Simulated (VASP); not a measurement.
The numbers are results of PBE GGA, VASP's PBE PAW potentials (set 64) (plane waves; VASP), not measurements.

Input for VASP

File POSCAR:
```
CeO2
5.5518480
  0.0000000000   0.4865949140   0.5000000000
  0.4927809623   0.0000000000   0.5000000000
  0.4927809623   0.4865949140   0.0000000000
Ce O
1 2
direct
  0.0000000000   0.0000000000   0.0000000000
  0.2500000000   0.2500000000   0.2500000000
  0.7462460000   0.7537540000   0.7537540000
```

**INCAR**
```
ALGO  =  Normal
EDIFF  =  1E-6
ENCUT  =  700
GGA  =  PE
ISIF  =  2
ISMEAR  =  0
LASPH  =  .TRUE.
LCHARG  =  .FALSE.
LMAXMIX  =  6
LREAL  =  .FALSE.
LWAVE  =  .FALSE.
NELM  =  100
PREC  =  Accurate
SIGMA  =  0.05
SYSTEM  =  CeO2
```

**KPOINTS**
```
Automatic mesh
0
Gamma
6 6 6
0 0 0
```

POTCAR, in this order: Ce O (PBE.64 set). Program: vasp_std.

The resulting files:

### OUTCAR
```
 ion  position               nearest neighbor table
   1  0.000  0.000  0.000-   3 2.36   3 2.36   2 2.37   2 2.37   2 2.37   2 2.37   3 2.38   3 2.38
  LATTYP: Found a face centered orthorhombic cell.
 ALAT       =     5.4030020000
 B/A-ratio  =     1.0127129326
 C/A-ratio  =     1.0275487590
 Subroutine PRICEL returns:
 Original cell was already a primitive cell.
 Subroutine GETGRP returns: Found  2 space group operations
The static configuration has the point symmetry C_2 .
The dynamic configuration has the point symmetry C_2 .
 Subroutine INISYM returns: Found  2 space group operations
 Subroutine IBZKPT returns following result:
 Found     68 irreducible k-points:

 Following reciprocal coordinates:
            Coordinates               Weight
  0.000000  0.000000  0.000000      1.000000
  0.166667 -0.000000 -0.000000      4.000000
  0.000000  0.000000  0.166667      4.000000
  0.333333 -0.000000 -0.000000      4.000000
  0.000000  0.000000  0.333333      4.000000
  0.500000  0.000000  0.000000      2.000000
  0.000000  0.000000  0.500000      2.000000
  0.166667  0.166667  0.000000      2.000000
  0.333333  0.166667 -0.000000      4.000000
 -0.166667 -0.166667  0.166667      4.000000
  0.500000  0.166667 -0.000000      4.000000
 -0.166667 -0.166667  0.333333      4.000000
 -0.333333  0.166667  0.000000      4.000000
 -0.166667 -0.166667  0.500000      4.000000
 -0.166667  0.166667  0.000000      4.000000
  0.333333  0.333333  0.000000      2.000000
  0.500000  0.333333 -0.000000      4.000000
 -0.333333 -0.333333  0.166667      4.000000
 -0.333333  0.333333  0.000000      4.000000
  0.500000  0.500000  0.000000      1.000000
  0.166667  0.000000  0.166667      2.000000
  0.333333 -0.000000  0.166667      4.000000
  0.166667  0.000000  0.333333      4.000000
...
```

**OSZICAR**
```
       N       E                     dE             d eps       ncg     rms          rms(c)
DAV:   1     0.250917697537E+03    0.25092E+03   -0.13905E+04  2192   0.248E+03
DAV:   2     0.167344606164E+02   -0.23418E+03   -0.22381E+03  3104   0.332E+02
DAV:   3    -0.298045752312E+02   -0.46539E+02   -0.42087E+02  2992   0.165E+02
DAV:   4    -0.317245116682E+02   -0.19199E+01   -0.19197E+01  3032   0.379E+01
DAV:   5    -0.318345367378E+02   -0.11003E+00   -0.11001E+00  3624   0.814E+00    0.286E+01
DAV:   6    -0.301329325108E+02    0.17016E+01   -0.10060E+02  3256   0.593E+01    0.300E+01
DAV:   7    -0.284286585399E+02    0.17043E+01   -0.21437E+02  3360   0.134E+02    0.203E+01
DAV:   8    -0.277955230123E+02    0.63314E+00   -0.41878E+00  2632   0.219E+01    0.140E+01
DAV:   9    -0.263458688141E+02    0.14497E+01   -0.65898E+00  3296   0.213E+01    0.217E+00
DAV:  10    -0.262951456084E+02    0.50723E-01   -0.25812E-01  3872   0.454E+00    0.153E+00
DAV:  11    -0.262631936785E+02    0.31952E-01   -0.51757E-02  3224   0.223E+00    0.126E+00
DAV:  12    -0.262297039804E+02    0.33490E-01   -0.12393E-01  3232   0.328E+00    0.623E-01
DAV:  13    -0.262322821232E+02   -0.25781E-02   -0.13895E-01  3304   0.343E+00    0.858E-01
DAV:  14    -0.262274673457E+02    0.48148E-02   -0.64505E-02  3400   0.235E+00    0.168E-01
DAV:  15    -0.262274313460E+02    0.36000E-04   -0.22243E-03  3384   0.455E-01    0.484E-02
DAV:  16    -0.262274451034E+02   -0.13757E-04   -0.72542E-04  3328   0.273E-01    0.722E-02
DAV:  17    -0.262274141177E+02    0.30986E-04   -0.57289E-04  3408   0.222E-01    0.195E-02
DAV:  18    -0.262274165864E+02   -0.24687E-05   -0.10682E-05  3456   0.235E-02    0.194E-02
DAV:  19    -0.262274125976E+02    0.39888E-05   -0.11976E-05  2968   0.308E-02    0.866E-03
DAV:  20    -0.262274101309E+02    0.24667E-05   -0.14891E-05  2888   0.363E-02    0.281E-03
DAV:  21    -0.262274100915E+02    0.39375E-07   -0.28244E-07  1456   0.529E-03
   1 F= -.26227410E+02 E0= -.26227410E+02  d E =-.597255E-15
```

**OUTCAR**
```
------------------------ aborting loop because EDIFF is reached ----------------------------------------
  FORCE on cell =-STRESS in cart. coord.  units (eV):
  Direction    XX          YY          ZZ          XY          YZ          ZX
  --------------------------------------------------------------------------------------
  Total       -0.2626862      0.4836238     -1.1494392      0.0000000      0.0158315      0.0000000
  in kB      -10.2568430     18.8835687    -44.8809876      0.0000000      0.6181556      0.0000000
  external PRESSURE =     -12.0847539 kB  Pullay stress =       0.0000000 kB
  volume of cell :       41.03
      direct lattice vectors                 reciprocal lattice vectors
     0.000000000  2.701501000  2.775924000    -0.182758892  0.185082293  0.180120205
     2.735845000  0.000000000  2.775924000     0.182758892 -0.185082293  0.180120205
     2.735845000  2.701501000  0.000000000     0.182758892  0.185082293 -0.180120205
 POSITION                                       TOTAL-FORCE (eV/Angst)
 -----------------------------------------------------------------------------------
      0.00000      0.00000      0.00000         0.061942      0.000000     -0.000000
      1.36792      1.35075      1.38796         0.072493      0.000000      0.000000
      4.12431      4.05225      4.16389        -0.134434      0.000000     -0.000000
 -----------------------------------------------------------------------------------
    total drift:                               -0.000101      0.000000      0.000000
  FREE ENERGIE OF THE ION-ELECTRON SYSTEM (eV)
  ---------------------------------------------------
  free  energy   TOTEN  =       -26.2274100915 eV

  energy  without entropy=      -26.2274100915  energy(sigma->0) =      -26.22741009
```
(Selected blocks of OUTCAR.)

The compound is CeO2 in the fluorite structure. The cell was not relaxed at this level, atoms are displaced from their ideal sites. The run is one of a series of settings (ENCUT = 700 against the base run), some of them coarse on purpose. The run is not spin-polarised, so no magnetic state was tried.
